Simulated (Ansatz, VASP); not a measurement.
## BiB5 in VASP and in Ansatz

```xyz
6
Lattice="4.7952 0.0000 0.0000 -2.3976 4.1528 0.0000 0.0000 0.0000 2.9780" Properties=species:S:1:pos:R:3 pbc="T T T"
B     2.3976    1.3843    0.0000
B     2.3976    0.0000    1.4890
B     1.1988    2.0764    1.4890
B    -1.1988    2.0764    1.4890
B     0.0000    2.7685    0.0000
Bi    0.0000    0.0000    0.0000
```

Change from the starting cell: species swapped into the SrPd5 type (P6/mmm, No. 191).

Alike in both runs: functional PBE; k mesh 6 × 6 × 6; occupations gaussian, width 0.1 eV; no spin polarisation.

Ansatz relaxed the structure, and its values are those at the end. VASP's run is a single point on that final structure, the one shown.

|  | VASP | Ansatz |
| --- | --- | --- |
| version | VASP 6.6.1 | Ansatz 0.2.0 |
| potentials or method | VASP PAW PBE potentials, release 64 (B, Bi_d) | scalar-relativistic, plane waves, PAW |
| plane-wave cutoff (eV) | 520 | 420 |
| valence electrons in the cell | 30 | 30 |

```tsv
	VASP	Ansatz	Ansatz less VASP
gap on the k mesh at the Fermi level (eV)	none	none	-
pressure (GPa)	0.1	0.1	+0.04
```

A gap of «none» marks a metal or a gap that the smearing closes. With one functional, cell and mesh, what is left measures potentials, basis and numerics.

Caveats: spin-orbit coupling is left out, which moves the levels of the heavy elements.
